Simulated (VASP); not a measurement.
Level of theory: PBE GGA with D4 dispersion, VASP's PBE PAW potentials (set 64) (plane waves; VASP 6.6.1).

Input for VASP

POSCAR:
```
CuZn
1
    2.9237310122     0.0000000000     0.0000000000
    0.0000000000     2.9237310122     0.0000000000
    0.0000000000     0.0000000000     2.9237310122
Zn Cu
1 1
Direct
  0.5000000000   0.5000000000   0.5000000000
  0.0000000000   0.0000000000   0.0000000000
```

**INCAR**
```
SYSTEM = CuZn
PREC = Accurate; ENCUT = 520; LREAL = F
LASPH = T; ICHARG = 11
EDIFF = 1E-7; NELM = 100; ALGO = Normal
LMAXMIX = 4
ISMEAR = 0; SIGMA = 0.05
GGA = PE; IVDW = 13
LWAVE = F; LCHARG = F; LORBIT = 11
```

KPOINTS:
```
k-points along high-symmetry lines
15
Line-mode
Reciprocal
  0.000000   0.000000   0.000000 ! GAMMA
  0.000000   0.500000   0.000000 ! X

  0.000000   0.500000   0.000000 ! X
  0.500000   0.500000   0.000000 ! M

  0.500000   0.500000   0.000000 ! M
  0.000000   0.000000   0.000000 ! GAMMA

  0.000000   0.000000   0.000000 ! GAMMA
  0.500000   0.500000   0.500000 ! R

  0.500000   0.500000   0.500000 ! R
  0.000000   0.500000   0.000000 ! X

  0.500000   0.500000   0.500000 ! R
  0.500000   0.500000   0.000000 ! M
```

POTCAR, in this order: Zn Cu (PBE.64 set). Program: vasp_std. Read from the step before: CHGCAR.

The resulting files:

**OUTCAR**
```
 ion  position               nearest neighbor table
   1  0.500  0.500  0.500-   2 2.53   2 2.53   2 2.53   2 2.53   2 2.53   2 2.53   2 2.53   2 2.53
  LATTYP: Found a simple cubic cell.
 ALAT       =     2.9237310122
 Subroutine PRICEL returns:
 Original cell was already a primitive cell.
 Subroutine GETGRP returns: Found 48 space group operations
The static configuration has the point symmetry O_h .
The dynamic configuration has the point symmetry O_h .
 Subroutine INISYM returns: Found 48 space group operations
   k-points           NKPTS =     90   k-points in BZ     NKDIM =     90   number of bands    NBANDS=     15
   number of dos      NEDOS =    301   number of ions     NIONS =      2
   total plane-waves  NPLWV =  13824
   dimension x,y,z NGX =    24 NGY =   24 NGZ =   24
   dimension x,y,z NGXF=    48 NGYF=   48 NGZF=   48
   ions per type =               1   1
   PREC   = accura    normal or accurate (medium, high low for compatibility)
   ISTART =      0    job   : 0-new  1-cont  2-samecut
   ICHARG =     11    charge: 1-file 2-atom 10-const
   ISPIN  =      1    spin polarized calculation?
   LNONCOLLINEAR =      F non collinear calculations
   LSORBIT =      F    spin-orbit coupling
   INIWAV =      1    electr: 0-lowe 1-rand  2-diag
   ENCUT  =  520.0 eV  38.22 Ry    6.18 a.u.   5.44  5.44  5.44*2*pi/ulx,y,z
   NELM   =    100;   NELMIN=  2; NELMDL= -5     # of ELM steps
...
```

### OSZICAR
```
       N       E                     dE             d eps       ncg     rms          rms(c)
DAV:   1     0.112137274062E+03    0.11214E+03   -0.11775E+04  2812   0.260E+03
DAV:   2    -0.823472178427E+00   -0.11296E+03   -0.10968E+03  2700   0.330E+02
DAV:   3    -0.407750297722E+01   -0.32540E+01   -0.32486E+01  3344   0.743E+01
DAV:   4    -0.409968548614E+01   -0.22183E-01   -0.22179E-01  3393   0.537E+00
DAV:   5    -0.409998443225E+01   -0.29895E-03   -0.29894E-03  3556   0.632E-01
DAV:   6    -0.409999245358E+01   -0.80213E-05   -0.80208E-05  3389   0.826E-02
DAV:   7    -0.409999280942E+01   -0.35583E-06   -0.35640E-06  3361   0.179E-02
DAV:   8    -0.409999282483E+01   -0.15413E-07   -0.14403E-07  2965   0.335E-03
   1 F= -.50145099E+01 E0= -.50136680E+01  d E =-.168369E-02
```

File OUTCAR:
```
 val. band max:        7.2928321798   @ k =   0.2500   0.2500   0.0000

 cond. band min:       7.6012395534   @ k =   0.0000   0.2143   0.0000



 k-point     1 :       0.0000    0.0000    0.0000
  band No.  band energies     occupation
      1      -4.7567      2.00000
      2      -2.1730      2.00000
      3      -2.1730      2.00000
      4      -1.4411      2.00000
      5      -1.4411      2.00000
      6      -1.4411      2.00000
      7       2.1075      2.00000
      8       2.1075      2.00000
      9       2.9771      2.00000
     10       2.9771      2.00000
     11       2.9771      2.00000
     12      12.0620      0.00000
     13      12.0620      0.00000
     14      12.0620      0.00000
     15      17.1467      0.00000

 k-point     2 :       0.0000    0.0357    0.0000
  band No.  band energies     occupation
      1      -4.7332      2.00000
      2      -2.1701      2.00000
      3      -2.1678      2.00000
      4      -1.4432      2.00000
      5      -1.4432      2.00000
      6      -1.4400      2.00000
      7       2.1060      2.00000
      8       2.1099      2.00000
      9       2.9688      2.00000
     10       2.9688      2.00000
     11       2.9761      2.00000
     12      11.8084      0.00000
     13      12.0982      0.00000
     14      12.0982      0.00000
     15      17.1590      0.00000

 k-point     3 :       0.0000    0.0714    0.0000
  band No.  band energies     occupation
      1      -4.6628      2.00000
      2      -2.1615      2.00000
      3      -2.1522      2.00000
      4      -1.4495      2.00000
      5      -1.4495      2.00000
      6      -1.4367      2.00000
      7       2.1015      2.00000
      8       2.1165      2.00000
      9       2.9446      2.00000
     10       2.9446      2.00000
     11       2.9732      2.00000
     12      11.1686      0.00000
     13      12.2060      0.00000
     14      12.2060      0.00000
     15      17.1959      0.00000

...
```

The density is held fixed in this step, so its total energy and stress have no physical meaning.

The compound is CuZn in the CsCl type structure. It was relaxed first. The electron count is odd and the run is not spin-polarised, which forces a metal.
